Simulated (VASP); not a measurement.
Here is the system:

```
WC
1.0
    1.45106    -2.51331     0.00000
    1.45106     2.51331     0.00000
    0.00000     0.00000     2.82912
W C
1 1
Cartesian
  0.00000   0.00000   0.00000
  1.45106   0.63777   1.41456
```

The numbers are results of PBEsol GGA, VASP's PBE PAW potentials (set 64) (plane waves; VASP), not measurements. Settings: 600 eV cut-off, 14×14×12 Γ-centred mesh, first-order Methfessel-Paxton smearing of 0.10 eV, potentials W_sv C.

Task: Give the force on each atom (eV/Å).

Result: 
```csv
atom,Fx,Fy,Fz
W1,0.000,-2.665,0.000
C2,0.000,2.665,0.000
```

Task: Give the stress tensor in GPa (positive for a compressed cell).

Result: 
```
11.91   0.00   0.00
 0.00  -4.66   0.00
 0.00   0.00   9.25
```
The pressure is its mean diagonal, 5.50 GPa.

The compound is WC in the wc structure. This cell was strained or had an atom moved on purpose.
